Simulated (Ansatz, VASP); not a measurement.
**Cross-check of Zn (hcp) between VASP and Ansatz**

One calculation is typed for both programs; each brings its own data sets. How far apart do they land? The cell is taken from a series of runs on this material, whose earlier steps may have relaxed, scaled, displaced or heated it; both programs get it as it stands.

Main program and level: Ansatz 0.2.0; plane waves, with VASP 6.6.1 beside it; single point at PBE0.

### 1. Set-up

It takes space group P6_3/mmc (No. 194, hexagonal). Conventional cell: a = 2.637 Å, b = 2.637 Å, c = 4.655 Å, α = 90.00°, β = 90.00°, γ = 120.00°. Zn has 12 Zn at 2.64 to 2.78 Å nearest.

Structure file:

```cif
data_structure
_symmetry_space_group_name_H-M 'P 1'
_symmetry_Int_Tables_number 1
_cell_length_a 2.6368
_cell_length_b 2.6368
_cell_length_c 4.6550
_cell_angle_alpha 90.000
_cell_angle_beta 90.000
_cell_angle_gamma 120.000
_cell_volume 28.03
loop_
_atom_site_label
_atom_site_type_symbol
_atom_site_fract_x
_atom_site_fract_y
_atom_site_fract_z
_atom_site_occupancy
Zn1 Zn 0.33333 0.66667 0.25000 1
Zn2 Zn 0.66667 0.33333 0.75000 1
```

### 2. VASP: single point, PBE0

With cell and atoms fixed, the geometry can't cause a difference; cores, projectors, grids and the points listed under the comparison can.

Lines of VASP's logs that name or quote its potential files are left out, and so is its time.

The run reads the wave functions of an earlier VASP run, which isn't shown here.

Contents of INCAR:

```
SYSTEM = Zn
PREC = Accurate
ENCUT = 400
EDIFF = 1E-06
NELM = 100
ISMEAR = -1
SIGMA = 0.05
LREAL = .FALSE.
ALGO = Normal
LHFCALC = .TRUE.
AEXX = 0.25
GGA = PE
LASPH = .TRUE.
NBANDS = 18
PRECFOCK = Fast
LORBIT = 11
LWAVE = .FALSE.
LCHARG = .FALSE.
KPAR = 8
ISIF = 2
```

Contents of POSCAR:

```
Zn
1.0
    2.6367820189      0.0000000000      0.0000000000
   -1.3183910095      2.2835202126      0.0000000000
    0.0000000000      0.0000000000      4.6550065714
Zn
2
Direct
    0.3333333333      0.6666666667      0.2500000000
    0.6666666667      0.3333333333      0.7500000000
```

Contents of KPOINTS:

```
Automatic mesh
0
Gamma
10 10 5
0 0 0
```

PAW data sets: Zn (PBE family, release 64).

Run with:

```sh
$ mpirun -np 8 vasp_std
```

Numbers of over 12 decimals in the logs are rounded to 6 here.

Output:

```text
[banner, memory and clock lines left out]
running    8 mpi-ranks, on    1 nodes
 distrk:  each k-point on    1 cores,    8 groups
 distr:  one band on    1 cores,    1 groups

 POSCAR found type information on POSCAR Zn
 POSCAR found :  1 types and       2 ions
|                                                                             |
|           W    W    AA    RRRRR   N    N  II  N    N   GGGG   !!!           |
|           W    W   A  A   R    R  NN   N  II  NN   N  G    G  !!!           |
|           W    W  A    A  R    R  N N  N  II  N N  N  G       !!!           |
|           W WW W  AAAAAA  RRRRR   N  N N  II  N  N N  G  GGG   !            |
|           WW  WW  A    A  R   R   N   NN  II  N   NN  G    G                |
|           W    W  A    A  R    R  N    N  II  N    N   GGGG   !!!           |
|                                                                             |
|     For optimal performance we recommend to set                             |
|       NCORE = 2 up to number-of-cores-per-socket                            |
|     NCORE specifies how many cores store one orbital (NPAR=cpu/NCORE).      |
|     This setting can greatly improve the performance of VASP for DFT.       |
|     The default, NCORE=1 might be grossly inefficient on modern             |
|     multi-core architectures or massively parallel machines. Do your        |
|     Unfortunately you need to use the default for GW and RPA                |
|     calculations (for HF NCORE is supported but not extensively tested      |
|     yet).                                                                   |
|                                                                             |

 LDA part: xc-table for (Slater+PW92), standard interpolation
 found WAVECAR, reading the header
 POSCAR, INCAR and KPOINTS ok, starting setup
 FFT: planning ... GRIDC
 FFT: planning ... GRID_SOFT
 FFT: planning ... GRID
 reading WAVECAR
 the WAVECAR file was read successfully
 initial charge from wavefunction
 entering main loop
       N       E                     dE             d eps       ncg     rms          rms(c)
DAV:   1    -0.257576690681E+01   -0.25758E+01   -0.70519E-01  2070   0.224E+01    0.182E+00
DAV:   2    -0.252061290919E+01    0.55154E-01   -0.26584E-01  1856   0.907E+00    0.546E-01
DAV:   3    -0.252283581529E+01   -0.22229E-02   -0.24475E-02  1978   0.302E+00    0.351E-01
DAV:   4    -0.252318177439E+01   -0.34596E-03   -0.95588E-04  1584   0.284E-01    0.197E-01
DAV:   5    -0.252310017766E+01    0.81597E-04   -0.17393E-04  1650   0.275E-01    0.108E-01
DAV:   6    -0.252309022470E+01    0.99530E-05   -0.10221E-05  1934   0.464E-02    0.642E-02
DAV:   7    -0.252308281849E+01    0.74062E-05   -0.89626E-07   928   0.195E-02    0.393E-02
DAV:   8    -0.252307908717E+01    0.37313E-05   -0.34193E-07   792   0.872E-03    0.240E-02
DAV:   9    -0.252307710524E+01    0.19819E-05   -0.16361E-07   788   0.410E-03    0.143E-02
DAV:  10    -0.252307601930E+01    0.10859E-05   -0.20616E-08   782   0.187E-03    0.867E-03
DAV:  11    -0.252307540795E+01    0.61135E-06   -0.12563E-08   780   0.112E-03
   1 F= -.25230754E+01 E0= -.25223647E+01  d E =-.142132E-02
```

From OUTCAR (step 2):

```text
ion  position               nearest neighbor table
   1  0.333  0.667  0.250-   2 2.78   2 2.78   2 2.78   2 2.78   2 2.78   2 2.78
   2  0.667  0.333  0.750-   1 2.78   1 2.78   1 2.78   1 2.78   1 2.78   1 2.78

  LATTYP: Found a hexagonal cell.
 ALAT       =     2.6367820189
 C/A-ratio  =     1.7654119825

 Subroutine GETGRP returns: Found 24 space group operations
 (whereof 12 operations were pure point group operations)

The static configuration has the point symmetry D_3d.
 The point group associated with its full space group is D_6h.

 Found     42 irreducible k-points:

   k-points           NKPTS =     42   k-points in BZ     NKDIM =    500   number of bands    NBANDS=     18

   dimension x,y,z NGX =    18 NGY =   18 NGZ =   30
   dimension x,y,z NGXF=    36 NGYF=   36 NGZF=   60

   ENCUT  =  400.0 eV  29.40 Ry    5.42 a.u.   4.30  4.30  7.59*2*pi/ulx,y,z

   NELECT =      24.0000    total number of electrons

 k-points in reciprocal lattice and weights: Automatic mesh
   0.00000000  0.00000000  0.00000000       0.002
   0.10000000  0.00000000  0.00000000       0.012
   0.20000000  0.00000000  0.00000000       0.012
   0.30000000  0.00000000  0.00000000       0.012
   0.40000000  0.00000000  0.00000000       0.012
   0.50000000  0.00000000  0.00000000       0.006
   0.10000000  0.10000000  0.00000000       0.012
   0.20000000  0.10000000  0.00000000       0.024
   0.30000000  0.10000000  0.00000000       0.024
[...]
0.40000000  0.20000000  0.40000000       0.024
   0.30000000  0.30000000  0.40000000       0.024

  exchange ACFDT corr.  =         0.00000000  see jH, gK, PRB 81, 115126

 average (electrostatic) potential at core
       1 -28.5128       2 -28.5128

 E-fermi :   3.9963

 k-point     1 :       0.0000    0.0000    0.0000
  band No.  band energies     occupation
    ...
      9      -6.5080      2.00000
     10      -6.1838      2.00000
     11      -6.1838      2.00000
     12      -0.9726      2.00000
     13       0.5936      2.00000
     14      21.4971      0.00000
     15      22.8388      0.00000
     16      22.8389      0.00000
     17      23.8929      0.00000
     18      24.5071      0.00000

 k-point     2 :       0.1000    0.0000    0.0000
  band No.  band energies     occupation
    ...
      9      -6.5408      2.00000
     10      -6.3318      2.00000
     11      -6.1764      2.00000
     12      -0.4360      2.00000
     13       0.8163      2.00000
     14      18.6653      0.00000
     15      20.6758      0.00000
     16      21.8412      0.00000
     17      22.4095      0.00000
     18      24.6474      0.00000

 k-point     3 :       0.2000    0.0000    0.0000
  band No.  band energies     occupation
    ...
      9      -6.5416      2.00000
     10      -6.5222      2.00000
     11      -6.1643      2.00000
     12       0.9739      2.00000
     13       1.4868      2.00000
     14      13.7084      0.00000
     15      18.3198      0.00000
     16      20.4942      0.00000
     17      20.8171      0.00000
     18      21.3478      0.00000

  Total        0.7904535      0.7904535      0.9757846     -0.0000000      0.0000000      0.0000000
  in kB       45.1842952     45.1842952     55.7782839     -0.0000000      0.0000000      0.0000000
  external PRESSURE =      48.7156247 kB  Pullay stress =       0.0000000 kB

  energy-cutoff  :      400.00
  volume of cell :       28.03
      direct lattice vectors                 reciprocal lattice vectors
     2.636782019  0.000000000  0.000000000     0.379250159  0.218960181  0.000000000
    -1.318391009  2.283520213  0.000000000     0.000000000  0.437920363  0.000000000
     0.000000000  0.000000000  4.655006571     0.000000000  0.000000000  0.214822468

 POSITION                                       TOTAL-FORCE (eV/Angst)
 -----------------------------------------------------------------------------------
     -0.00000      1.52235      1.16375         0.000000     -0.000000     -0.000000
      1.31839      0.76117      3.49125        -0.000000      0.000000      0.000000
 -----------------------------------------------------------------------------------
    total drift:                                0.000000     -0.000000      0.000000

  FREE ENERGIE OF THE ION-ELECTRON SYSTEM (eV)
  ---------------------------------------------------
  free  energy   TOTEN  =        -2.5230754079 eV

  energy  without entropy=       -2.5216540904  energy(sigma->0) =       -2.52236475

 total charge
# of ion       s       p       d       tot
------------------------------------------
    1        0.571   0.511   9.759  10.841
    2        0.571   0.511   9.759  10.841
--------------------------------------------------
tot          1.142   1.022  19.519  21.683

[... 3 further parts left out ...]
```

The run ends at a pressure of 4.87 GPa.

(Part 1 of 2 ends here.)

[Lines on the potential files, build, host, timing and source positions are cut from VASP's logs without a mark.]

[Logs are printed without paths, hosts, clocks, repeated set-up lines and the standing remarks that a program may print on its own settings, such as how far it seeks lower states.]

[Hosts, paths, dates, database ids (printed as entryN), source tags and the programs' standing remarks are cut or masked in the printed files.]
